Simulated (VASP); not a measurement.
Given:

```xyz
2
Lattice="0.0000 2.3892 2.3892 2.3892 0.0000 2.3892 2.3892 2.3892 0.0000" Properties=species:S:1:pos:R:3 pbc="T T T"
B      0.0000     0.0000     0.0000
As     1.1946     1.1946     1.1946
```

The numbers are results of SCAN meta-GGA, VASP's PBE PAW potentials (set 64) (plane waves; VASP 6.6.1), not measurements. Settings: 520 eV cut-off, 17×17×17 Γ-centred mesh, Gaussian smearing of 0.010 eV, potentials B As.

The job: BAs (space group F-43m), 2 atoms, SCAN, optics run with many empty bands, 520 eV, 17×17×17 Γ-centred mesh. Roughly how much core time does it take on a busy server core?

About 6 core-minutes (one run on a shared machine, a rough figure). It had 165 irreducible k-points, 24 bands, up to 751 plane waves and 22 electronic steps.

The structure comes from a measured BAs entry (F-43m) of the Crystallography Open Database, whose conditions weren't checked. It was relaxed first.
